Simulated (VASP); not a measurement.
Data:

```yaml
crystal:
  lattice:
    - [4.58792, 0.00000, 0.00000]
    - [0.00000, 4.53787, 0.00000]
    - [0.00000, 0.00000, 4.53051]
  atoms:
    - { symbol: Cs, position: [0.00000, 0.00000, 0.00000] }
    - { symbol: I, position: [0.51550, 0.50000, 0.50000] }
```

All values below come from PBE GGA with D3 dispersion (zero damping), VASP's PBE PAW potentials (set 64) (plane waves; VASP). Run with 400 eV cut-off, 5×5×5 Γ-centred mesh, Gaussian smearing of 0.050 eV, potentials Cs_sv I.

Q: Give the force on each atom (eV/Å).

A: 
```csv
atom,Fx,Fy,Fz
Cs1,0.056,0.000,0.000
I2,-0.056,0.000,0.000
```

Q: Give the stress tensor in GPa (positive for a compressed cell).

A: 
```
0.71  0.00  0.00
0.00  0.90  0.00
0.00  0.00  0.93
```
The pressure is its mean diagonal, 0.85 GPa.

The compound is CsI in the CsCl type structure. The cell was not relaxed at this level, atoms are displaced from their ideal sites. The run is one of a series of settings (IVDW = 11 against the base run), some of them coarse on purpose.
